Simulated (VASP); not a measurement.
Calculation: rev-vdW-DF2, VASP's PBE PAW potentials (set 64) (plane waves; VASP 6.6.1).

VASP ran on this input.

### KPOINTS
```
K-points
0
Gamma
  10 10 6
```

INCAR:
```
AGGAC  =  0.0
ALGO  =  Normal
EDIFF  =  1E-6
EDIFFG  =  -0.01
ENCUT  =  520
GGA  =  MK
IBRION  =  2
ISIF  =  3
ISMEAR  =  1
LASPH  =  .TRUE.
LCHARG  =  .FALSE.
LMAXMIX  =  4
LREAL  =  .FALSE.
LUSE_VDW  =  .TRUE.
LWAVE  =  .FALSE.
NELM  =  100
NSW  =  60
PARAM1  =  0.1234568
PARAM2  =  0.7114
PREC  =  Accurate
SIGMA  =  0.1
SYSTEM  =  Y
ZAB_VDW  =  -1.8867
```

### POSCAR
```
Y
1
    1.8250000000    -3.1609930000     0.0000000000
    1.8250000000     3.1609930000     0.0000000000
    0.0000000000     0.0000000000     5.7300000000
Y
2
Direct
  0.3333330000   0.6666670000   0.2500000000
  0.6666670000   0.3333330000   0.7500000000
```

POTCAR, in this order: Y_sv (PBE.64 set). Program: vasp_std.

What will the output report for the number of irreducible k-points (NKPTS), largest plane-wave count, number of space-group operations, FFT grid (NGX, NGY, NGZ)?

```yaml
number of irreducible k-points (NKPTS): 56
largest_plane_wave_count: 1797
number_of_space_group_operations: 24
FFT grid (NGX, NGY, NGZ): 28 × 28 × 48
```

The compound is Y in the hcp structure. This run relaxes it. Symmetry was kept, so distortions that lower it aren't found.
